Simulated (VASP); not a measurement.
# SiC: GW quasiparticle gap, part 3 of 4

Wanted: how far GW moves the Kohn-Sham levels of SiC. The cell has space group P6_3mc. The start is a cell from a database of measured crystal structures.

VASP 6.6.1, plane waves and PAW; the level of theory is named at each step.

So far, gap on the k-mesh (eV): step 3 (empty bands, functional r2SCAN) 2.14.

## Step 4: evGW0 (continued)

Level of this step: evGW0 on r2SCAN; plane waves and PAW (Si_GW, C_GW) (VASP).

OUTCAR, selected parts (step 4):

```text
 Found      7 irreducible k-points:

   k-points           NKPTS =      7   k-points in BZ     NKDIM =     36   number of bands    NBANDS=    624

   NELECT =      64.0000    total number of electrons

 E-fermi :   8.7566

 QP shifts <psi_nk| G(iteration)W_0 |psi_nk>: iteration 1
 for sc-GW calculations column KS-energies equals QP-energies in previous step
 and V_xc(KS)=  KS-energies - (<T + V_ion + V_H > + <T+V_H+V_ion>^1  + <V_x>^1)
 k-point   1 :       0.0000    0.0000    0.0000
  band No.  KS-energies  QP-energies   sigma(KS)   V_xc(KS)     V^pw_x(r,r')   Z            occupation Imag(sigma)
    ...
     29       7.4993       7.0456     -15.4994     -14.9308     -17.4757       0.7979       2.0000       0.0682
     30       7.6820       7.2385     -15.5672     -15.0120     -17.5061       0.7988       2.0000       0.0674
     31       7.6820       7.2385     -15.5672     -15.0120     -17.5061       0.7988       2.0000       0.0674
     32       7.6849       7.2492     -15.5194     -14.9737     -17.4105       0.7985       2.0000       0.0665
     33      13.4591      13.7707     -11.3414     -11.7271      -6.7444       0.8077       0.0000      -0.0874
     34      13.5249      13.8338     -11.3128     -11.6955      -6.6998       0.8071       0.0000      -0.0880
     35      13.8586      14.1749     -11.3267     -11.7191      -6.6676       0.8062       0.0000      -0.0905
     36      14.1251      14.4402     -11.2842     -11.6762      -6.5558       0.8040       0.0000      -0.0938
    ...

 k-point   2 :       0.1667    0.0000    0.0000
  band No.  KS-energies  QP-energies   sigma(KS)   V_xc(KS)     V^pw_x(r,r')   Z            occupation Imag(sigma)
    ...
     29       7.0972       6.6186     -15.3860     -14.7846     -17.4436       0.7958       2.0000       0.0701
     30       7.1388       6.6609     -15.3910     -14.7905     -17.4468       0.7958       2.0000       0.0698
     31       7.3836       6.9292     -15.4136     -14.8442     -17.3593       0.7980       2.0000       0.0676
     32       7.4366       6.9801     -15.5366     -14.9644     -17.5328       0.7977       2.0000       0.0686
     33      12.9361      13.1670     -10.3505     -10.6347      -5.8405       0.8126       0.0000      -0.0882
     34      13.1671      13.4058     -10.3840     -10.6781      -5.8388       0.8116       0.0000      -0.0891
     35      13.1896      13.4241     -10.4257     -10.7149      -5.8755       0.8107       0.0000      -0.0896
     36      13.6708      13.9152     -10.4765     -10.7786      -5.8407       0.8091       0.0000      -0.0928
    ...

 k-point   3 :       0.3333    0.0000    0.0000
  band No.  KS-energies  QP-energies   sigma(KS)   V_xc(KS)     V^pw_x(r,r')   Z            occupation Imag(sigma)
    ...
     29       6.3866       5.8673     -15.1755     -14.5200     -17.3980       0.7922       2.0000       0.0741
     30       6.4218       5.9006     -15.1776     -14.5199     -17.4018       0.7924       2.0000       0.0739
     31       6.6255       6.1258     -15.1407     -14.5117     -17.2341       0.7944       2.0000       0.0708
     32       6.8229       6.3290     -15.3700     -14.7481     -17.5125       0.7943       2.0000       0.0717
     33      10.8155      10.9886     -10.2316     -10.4431      -6.1407       0.8186       0.0000      -0.0768
     34      10.8743      11.0463     -10.2145     -10.4246      -6.1105       0.8186       0.0000      -0.0773
     35      11.5192      11.7083     -10.2462     -10.4772      -6.0230       0.8186       0.0000      -0.0791
     36      11.8575      12.0577     -10.2867     -10.5320      -5.9917       0.8162       0.0000      -0.0824
    ...

 QP shifts <psi_nk| G(iteration)W_0 |psi_nk>: iteration 2
 k-point   1 :       0.0000    0.0000    0.0000
  band No. old QP-enery  QP-energies   sigma(KS)   T+V_ion+V_H  V^pw_x(r,r')   Z            occupation Imag(sigma)
    ...
     29       7.0456       6.9651     -15.4852      22.4301     -17.4757       0.7994       2.0000       0.0687
     30       7.2385       7.1593     -15.5545      22.6940     -17.5061       0.8001       2.0000       0.0677
     31       7.2385       7.1593     -15.5545      22.6940     -17.5061       0.8001       2.0000       0.0677
     32       7.2492       7.1707     -15.5075      22.6586     -17.4105       0.8005       2.0000       0.0668
     33      13.7707      13.7819     -11.4017      25.1863      -6.7444       0.8067       0.0000      -0.0901
     34      13.8338      13.8454     -11.3723      25.2204      -6.6998       0.8062       0.0000      -0.0907
     35      14.1749      14.1857     -11.3893      25.5777      -6.6676       0.8052       0.0000      -0.0935
     36      14.4402      14.4522     -11.3462      25.8013      -6.5558       0.8030       0.0000      -0.0970
    ...

 QP shifts <psi_nk| G(iteration)W_0 |psi_nk>: iteration 3
 k-point   1 :       0.0000    0.0000    0.0000
  band No. old QP-enery  QP-energies   sigma(KS)   T+V_ion+V_H  V^pw_x(r,r')   Z            occupation Imag(sigma)
    ...
     29       6.9651       6.9505     -15.4832      22.4301     -17.4757       0.7996       2.0000       0.0688
     30       7.1593       7.1449     -15.5526      22.6940     -17.5061       0.8001       2.0000       0.0678
     31       7.1593       7.1449     -15.5526      22.6940     -17.5061       0.8001       2.0000       0.0678
     32       7.1707       7.1565     -15.5057      22.6586     -17.4105       0.8005       2.0000       0.0668
     33      13.7819      13.7802     -11.4064      25.1863      -6.7444       0.8067       0.0000      -0.0903
     34      13.8454      13.8438     -11.3770      25.2204      -6.6998       0.8063       0.0000      -0.0909
     35      14.1857      14.1842     -11.3939      25.5777      -6.6676       0.8052       0.0000      -0.0937
     36      14.4522      14.4507     -11.3509      25.8013      -6.5558       0.8031       0.0000      -0.0972
    ...

 QP shifts <psi_nk| G(iteration)W_0 |psi_nk>: iteration 4
 k-point   1 :       0.0000    0.0000    0.0000
  band No. old QP-enery  QP-energies   sigma(KS)   T+V_ion+V_H  V^pw_x(r,r')   Z            occupation Imag(sigma)
    ...
     29       6.9505       6.9478     -15.4830      22.4301     -17.4757       0.7997       2.0000       0.0688
     30       7.1449       7.1422     -15.5524      22.6940     -17.5061       0.8001       2.0000       0.0678
     31       7.1449       7.1422     -15.5524      22.6940     -17.5061       0.8001       2.0000       0.0678
     32       7.1565       7.1538     -15.5055      22.6586     -17.4105       0.8005       2.0000       0.0668
     33      13.7802      13.7796     -11.4068      25.1863      -6.7444       0.8068       0.0000      -0.0903
     34      13.8438      13.8431     -11.3775      25.2204      -6.6998       0.8063       0.0000      -0.0909
     35      14.1842      14.1835     -11.3943      25.5777      -6.6676       0.8053       0.0000      -0.0937
     36      14.4507      14.4501     -11.3513      25.8013      -6.5558       0.8031       0.0000      -0.0972
    ...

[... 8 parts as in an earlier step ...]

[... 22 further parts left out ...]
```

Numbers from this step:

```
quasiparticle gap on the mesh                 : 2.827 eV
smallest direct quasiparticle gap on the mesh : 4.067 eV
gap of the starting orbitals on the mesh      : 2.143 eV
```

QP gap by iteration, by row:

```csv
iteration,gap (eV),direct gap (eV)
1,2.734,3.961
2,2.814,4.051
3,2.826,4.065
4,2.828,4.067
```

GW takes the gap from 2.143 to 2.827 eV. The value holds for 624 bands, ENCUTGW = 140 eV and this mesh, and isn't shown to be converged in them.

## Step 5: Orbitals for another starting point

This step: PBE; plane waves and PAW (Si_GW, C_GW) (VASP 6.6.1).

A hybrid converges faster from good orbitals, so a cheap PBE run writes WAVECAR first.

Input file INCAR:

```
SYSTEM = SiC
PREC = Accurate
ENCUT = 440
EDIFF = 1E-05
NELM = 100
ISMEAR = 0
SIGMA = 0.01
LREAL = .FALSE.
ALGO = Normal
GGA = PE
NBANDS = 48
LORBIT = 11
LWAVE = .TRUE.
LCHARG = .FALSE.
KPAR = 4
NCORE = 2
```

Input file POSCAR:

```
SiC
1.0
    3.0790000000      0.0000000000      0.0000000000
   -1.5395000000      2.6664922183      0.0000000000
    0.0000000000      0.0000000000     20.1460000000
Si C
8 8
Direct
    0.3333333333      0.6666666667      0.2500000000
    0.6666666667      0.3333333333      0.7500000000
    0.3333333333      0.6666666667      0.6250000000
    0.6666666667      0.3333333333      0.1250000000
    0.0000000000      0.0000000000      0.0000000000
    0.0000000000      0.0000000000      0.5000000000
    0.3333333333      0.6666666667      0.8750000000
    0.6666666667      0.3333333333      0.3750000000
    0.3333333333      0.6666666667      0.9690000000
    0.6666666667      0.3333333333      0.4690000000
    0.0000000000      0.0000000000      0.0940000000
    0.0000000000      0.0000000000      0.5940000000
    0.3333333333      0.6666666667      0.3440000000
    0.6666666667      0.3333333333      0.8440000000
    0.3333333333      0.6666666667      0.7190000000
    0.6666666667      0.3333333333      0.2190000000
```

Input file KPOINTS:

```
Automatic mesh
0
Gamma
6 6 1
0 0 0
```

Potentials, in the order of the species: Si_GW and C_GW (PBE family, release 64).

Run with:

```bash
$ mpirun -np 8 vasp_std
```

The program printed:

```text
[banner, memory and clock lines left out]
running    8 mpi-ranks, on    1 nodes
 distrk:  each k-point on    2 cores,    4 groups
 distr:  one band on    2 cores,    1 groups

 POSCAR found type information on POSCAR SiC
 POSCAR found :  2 types and      16 ions
 LDA part: xc-table for (Slater+PW92), standard interpolation
 POSCAR, INCAR and KPOINTS ok, starting setup
 FFT: planning ... GRIDC
 FFT: planning ... GRID_SOFT
 FFT: planning ... GRID
 WAVECAR not read
 entering main loop
       N       E                     dE             d eps       ncg     rms          rms(c)
DAV:   1     0.186812613912E+03    0.18681E+03   -0.27222E+04   872   0.114E+03
DAV:   2    -0.114099629162E+03   -0.30091E+03   -0.27377E+03  1176   0.268E+02
DAV:   3    -0.133373449736E+03   -0.19274E+02   -0.18911E+02   872   0.634E+01
DAV:   4    -0.135330504207E+03   -0.19571E+01   -0.19520E+01  1248   0.279E+01
DAV:   5    -0.135341574233E+03   -0.11070E-01   -0.11059E-01   904   0.165E+00    0.198E+01
DAV:   6    -0.120523446215E+03    0.14818E+02   -0.40541E+01   928   0.272E+01    0.617E+00
DAV:   7    -0.120417066933E+03    0.10638E+00   -0.81130E+00  1128   0.141E+01    0.350E+00
DAV:   8    -0.120369097208E+03    0.47970E-01   -0.93908E-01  1024   0.503E+00    0.124E+00
DAV:   9    -0.120309137246E+03    0.59960E-01   -0.18175E-01  1000   0.187E+00    0.256E-01
DAV:  10    -0.120311153115E+03   -0.20159E-02   -0.53827E-02  1048   0.931E-01    0.224E-01
DAV:  11    -0.120310134643E+03    0.10185E-02   -0.39472E-03   928   0.303E-01    0.622E-02
DAV:  12    -0.120310089903E+03    0.44740E-04   -0.63520E-04  1112   0.122E-01    0.190E-02
DAV:  13    -0.120310083564E+03    0.63390E-05   -0.12313E-05   624   0.216E-02
   1 F= -.12031008E+03 E0= -.12031008E+03  d E =-.209030E-11
 writing wavefunctions
```

Wall time 6.6 s (8 MPI ranks of Intel Xeon 6975P-C (Granite Rapids), shared host); peak memory 1.5 GiB; 48 s of CPU time.

OUTCAR, selected parts (step 5):

```text
   NELECT =      64.0000    total number of electrons

 E-fermi :   7.8568

 k-point     1 :       0.0000    0.0000    0.0000
  band No.  band energies     occupation
    ...
     28       7.6386      2.00000
     29       7.6386      2.00000
     30       7.8125      2.00000
     31       7.8131      2.00000
     32       7.8131      2.00000
     33      13.0329      0.00000
     34      13.0939      0.00000
     35      13.4331      0.00000
     36      13.6910      0.00000
     37      13.9009      0.00000
    ...

  Total        2.6435158      2.6435158      1.7539512      0.0000000      0.0000000     -0.0000000
  in kB       25.6067025     25.6067025     16.9898384      0.0000000      0.0000000     -0.0000000
  external PRESSURE =      22.7344145 kB  Pullay stress =       0.0000000 kB

 POSITION                                       TOTAL-FORCE (eV/Angst)
 -----------------------------------------------------------------------------------
     -0.00000      1.77766      5.03650         0.000000     -0.000000      0.077669
      1.53950      0.88883     15.10950        -0.000000      0.000000      0.077669
     -0.00000      1.77766     12.59125        -0.000000      0.000000      0.065939
      1.53950      0.88883      2.51825         0.000000     -0.000000      0.065939
      0.00000      0.00000      0.00000        -0.000000      0.000000      0.077725
      0.00000      0.00000     10.07300         0.000000      0.000000      0.077725
     -0.00000      1.77766     17.62775         0.000000     -0.000000      0.067899
      1.53950      0.88883      7.55475        -0.000000      0.000000      0.067899
     -0.00000      1.77766     19.52147        -0.000000      0.000000     -0.089902
      1.53950      0.88883      9.44847         0.000000      0.000000     -0.089902
      0.00000      0.00000      1.89372         0.000000      0.000000     -0.069138
      0.00000      0.00000     11.96672        -0.000000      0.000000     -0.069138
     -0.00000      1.77766      6.93022         0.000000     -0.000000      0.025265
      1.53950      0.88883     17.00322        -0.000000      0.000000      0.025265
     -0.00000      1.77766     14.48497         0.000000     -0.000000     -0.155456
      1.53950      0.88883      4.41197        -0.000000     -0.000000     -0.155456
 -----------------------------------------------------------------------------------
    total drift:                               -0.000000     -0.000000      0.002375

  FREE ENERGIE OF THE ION-ELECTRON SYSTEM (eV)
  ---------------------------------------------------
  free  energy   TOTEN  =      -120.3100835641 eV

  energy  without entropy=     -120.3100835641  energy(sigma->0) =     -120.31008356

[... 9 parts as in an earlier step ...]

[... 8 further parts left out ...]
```

Numbers from this step:

```yaml
free_energy_toten: -120.3101 eV
fermi_energy: 7.857 eV
pressure: 2.273 GPa
gap_on_the_k_mesh: 1.770 eV
least_direct_gap_on_the_k_mesh: 2.864 eV
```

The run ends at a pressure of 2.27 GPa, with forces up to 0.16 eV/Å.

## Step 6: Another starting point

This step: HSE06; plane waves and PAW (Si_GW, C_GW) (VASP 6.6.1).

To see how much the result owes to its start, the ground state is made again with HSE06. EDIFF is tight for accurate orbitals, and a narrow smearing avoids fractional occupations.

Input file INCAR:

```
SYSTEM = SiC
PREC = Accurate
ENCUT = 440
EDIFF = 1E-08
NELM = 100
ISMEAR = 0
SIGMA = 0.01
LREAL = .FALSE.
ALGO = Normal
LHFCALC = .TRUE.
AEXX = 0.25
GGA = PE
HFSCREEN = 0.2
LASPH = .TRUE.
NBANDS = 48
PRECFOCK = Fast
LORBIT = 11
LWAVE = .TRUE.
LCHARG = .FALSE.
KPAR = 4
```

POSCAR is that of step 5.

KPOINTS is that of step 5.

The run starts from files that an earlier step left in the folder.

Run with:

```bash
$ mpirun -np 8 vasp_std
```

The program printed:

```text
[banner, memory and clock lines left out]
running    8 mpi-ranks, on    1 nodes
 distrk:  each k-point on    2 cores,    4 groups
 distr:  one band on    1 cores,    2 groups

 POSCAR found type information on POSCAR SiC
 POSCAR found :  2 types and      16 ions
 [... a notice as in an earlier step ...]

 LDA part: xc-table for (Slater+PW92), standard interpolation
 found WAVECAR, reading the header
 POSCAR, INCAR and KPOINTS ok, starting setup
 FFT: planning ... GRIDC
 FFT: planning ... GRID_SOFT
 FFT: planning ... GRID
 reading WAVECAR
 the WAVECAR file was read successfully
 initial charge from wavefunction
 entering main loop
       N       E                     dE             d eps       ncg     rms          rms(c)
DAV:   1    -0.139392475764E+03   -0.13939E+03   -0.18698E+00  1016   0.967E+00    0.725E-01
DAV:   2    -0.139409256942E+03   -0.16781E-01   -0.78401E-02   904   0.128E+00    0.486E-01
DAV:   3    -0.139405991044E+03    0.32659E-02   -0.53181E-03  1200   0.453E-01    0.291E-01
DAV:   4    -0.139404579659E+03    0.14114E-02   -0.75351E-04  1168   0.140E-01    0.175E-01
DAV:   5    -0.139404152535E+03    0.42712E-03   -0.22052E-04  1120   0.843E-02    0.105E-01
DAV:   6    -0.139404011735E+03    0.14080E-03   -0.49093E-05  1112   0.508E-02    0.620E-02
DAV:   7    -0.139403964006E+03    0.47729E-04   -0.15519E-05  1064   0.300E-02    0.363E-02
DAV:   8    -0.139403948530E+03    0.15476E-04   -0.54590E-06  1088   0.169E-02    0.212E-02
DAV:   9    -0.139403943622E+03    0.49078E-05   -0.16832E-06  1080   0.946E-03    0.125E-02
DAV:  10    -0.139403942086E+03    0.15359E-05   -0.57028E-07  1096   0.527E-03    0.735E-03
DAV:  11    -0.139403941671E+03    0.41562E-06   -0.18691E-07  1072   0.308E-03    0.436E-03
DAV:  12    -0.139403941620E+03    0.50259E-07   -0.55636E-08   816   0.179E-03    0.260E-03
DAV:  13    -0.139403941641E+03   -0.21047E-07   -0.24462E-08   616   0.111E-03    0.156E-03
DAV:  14    -0.139403941677E+03   -0.35858E-07   -0.16546E-08   584   0.102E-03    0.935E-04
DAV:  15    -0.139403941710E+03   -0.32524E-07   -0.98292E-09   552   0.897E-04    0.560E-04
DAV:  16    -0.139403941735E+03   -0.24904E-07   -0.80579E-09   536   0.798E-04    0.332E-04
DAV:  17    -0.139403941752E+03   -0.16939E-07   -0.52758E-09   528   0.675E-04    0.194E-04
DAV:  18    -0.139403941764E+03   -0.12707E-07   -0.37133E-09   528   0.540E-04    0.112E-04
DAV:  19    -0.139403941773E+03   -0.85906E-08   -0.22647E-09   528   0.437E-04
   1 F= -.13940394E+03 E0= -.13940394E+03  d E =-.603062E-77
 writing wavefunctions
```

Wall time 8.1 min (8 MPI ranks); peak memory 2.8 GiB.

From OUTCAR (step 6):

```text
   k-points           NKPTS =      7   k-points in BZ     NKDIM =     36   number of bands    NBANDS=     48

   NELECT =      64.0000    total number of electrons

  exchange ACFDT corr.  =         0.00000000  see jH, gK, PRB 81, 115126

 E-fermi :   7.3210

 k-point     1 :       0.0000    0.0000    0.0000
  band No.  band energies     occupation
    ...
     28       6.9961      2.00000
     29       6.9962      2.00000
     30       7.1842      2.00000
     31       7.1843      2.00000
     32       7.1910      2.00000
     33      13.6121      0.00000
     34      13.6766      0.00000
     35      14.0285      0.00000
     36      14.3033      0.00000
     37      14.5334      0.00000
    ...

 POSITION                                       TOTAL-FORCE (eV/Angst)
 -----------------------------------------------------------------------------------
     -0.00000      1.77766      5.03650        -0.000000     -0.000000      0.081462
      1.53950      0.88883     15.10950        -0.000000     -0.000000      0.081462
     -0.00000      1.77766     12.59125        -0.000000     -0.000000      0.070561
      1.53950      0.88883      2.51825         0.000000      0.000000      0.070561
      0.00000      0.00000      0.00000        -0.000000     -0.000000      0.079883
      0.00000      0.00000     10.07300         0.000000     -0.000000      0.079883
     -0.00000      1.77766     17.62775         0.000000     -0.000000      0.057250
      1.53950      0.88883      7.55475         0.000000     -0.000000      0.057250
     -0.00000      1.77766     19.52147         0.000000     -0.000000     -0.089804
      1.53950      0.88883      9.44847         0.000000      0.000000     -0.089804
      0.00000      0.00000      1.89372        -0.000000     -0.000000     -0.072009
      0.00000      0.00000     11.96672         0.000000     -0.000000     -0.072009
     -0.00000      1.77766      6.93022         0.000000     -0.000000      0.034827
      1.53950      0.88883     17.00322        -0.000000      0.000000      0.034827
     -0.00000      1.77766     14.48497         0.000000     -0.000000     -0.162170
      1.53950      0.88883      4.41197        -0.000000      0.000000     -0.162170
 -----------------------------------------------------------------------------------
    total drift:                                0.000000     -0.000000      0.001505

  FREE ENERGIE OF THE ION-ELECTRON SYSTEM (eV)
  ---------------------------------------------------
  free  energy   TOTEN  =      -139.4039417730 eV

  energy  without entropy=     -139.4039417730  energy(sigma->0) =     -139.40394177

[... 8 parts as in an earlier step ...]

[... 8 further parts left out ...]
```

Numbers from this step:

* free energy (TOTEN): -139.4039 eV
* Fermi energy: 7.321 eV
* gap on the k-mesh: 2.676 eV
* least direct gap on the k-mesh: 3.886 eV

(Part 3 of 4 ends here.)

[Lines on the potential files, build, host, timing and source positions are cut from VASP's logs without a mark.]

[Logs are printed without paths, hosts, clocks, repeated set-up lines and the standing remarks that a program may print on its own settings, such as how far it seeks lower states.]

[Hosts, paths, dates, database ids (printed as entryN), source tags and the programs' standing remarks are cut or masked in the printed files.]

[Pressures printed for these runs are not shown converged in the cutoff: they can be off by several GPa and have the wrong sign.]
